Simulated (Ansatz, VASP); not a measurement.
**One calculation of Si4Cl, two programs**

```
Si Cl
1.0
    -2.82565    2.82565    2.82565
     2.82565   -2.82565    2.82565
     2.82565    2.82565   -2.82565
Si Cl
4 1
Direct
  0.00000 0.00000 0.50000
  0.50000 0.00000 0.00000
  0.00000 0.50000 0.00000
  0.50000 0.50000 0.50000
  0.00000 0.00000 0.00000
```

Change from the starting cell: species swapped into the Hg4Pt type (Im-3m, No. 229).

Alike in both runs: task single point; functional PBE; k mesh 4 × 4 × 4; occupations gaussian, width 0.1 eV; no spin polarisation.

|  | VASP | Ansatz |
| --- | --- | --- |
| version | VASP 6.6.1 | Ansatz 0.2.0 |
| potentials or method | VASP PAW PBE potentials, release 64 (Si, Cl) | scalar-relativistic, plane waves, PAW |
| plane-wave cutoff (eV) | 520 | 420 |
| valence electrons in the cell | 23 | 23 |

Ansatz gave:

| Property | Result |
| --- | --- |
| gap on the k mesh at the Fermi level (eV) | none |
| pressure (GPa) | 5.1 |

**Question.** What did VASP give for the same quantities?

**Answer.** gap on the k mesh at the Fermi level (eV): none; pressure (GPa): 5.3.

A gap of «none» marks a metal or a gap that the smearing closes. The functional is the same, so the differences come from potentials, cutoffs and numerics.

Caveats: the k mesh is coarse (spacing up to 0.39 Å⁻¹), so the values aren't converged; an odd number of electrons without spin polarisation forces a metal; a magnetic or distorted state may lie lower.
